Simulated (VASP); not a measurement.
Here is the system:

```
CELL_PARAMETERS angstrom
      0.00000     1.74552     1.74552
      1.74552     0.00000     1.74552
      1.74552     1.74552     0.00000
ATOMIC_POSITIONS crystal
  C  0.00000 0.00000 0.00000
  C  0.25000 0.25000 0.25000
```

All values below come from r2SCAN meta-GGA, VASP's PBE PAW potentials (set 64) (plane waves; VASP). Settings: 620 eV cut-off, 13×13×13 Γ-centred mesh, Gaussian smearing of 0.050 eV, potentials C.

Energy and stress use the plane-wave basis of the starting cell.

Task: The ions, cell shape and volume at an external pressure of 45.0 GPa are relaxed. What does this cell relax into?

Result: 
```
CELL_PARAMETERS angstrom
      0.00000     1.73075     1.73075
      1.73075     0.00000     1.73075
      1.73075     1.73075     0.00000
ATOMIC_POSITIONS crystal
  C  0.00000 0.00000 0.00000
  C  0.25000 0.25000 0.25000
```
Space group Fd-3m (227), at a tolerance of 0.03 Å.

Task: How do energy and volume change from the first to the last step?

Result: The energy (σ→0) changes by +31.1 meV/atom and the volume by -2.5 %, in 3 ionic steps.

```
step  E(σ→0) (eV)  max force (eV/Å)  pressure (GPa)  volume (Å³)
----  -----------  ----------------  --------------  -----------
1        -19.6041             0.000           29.94        10.64
2        -19.3611             0.000           76.12         9.89
3        -19.5419             0.000           44.78        10.37
```

The compound is C in the diamond structure. This run relaxes it under an external pressure of 45 GPa. Symmetry was kept, so distortions that lower it aren't found.
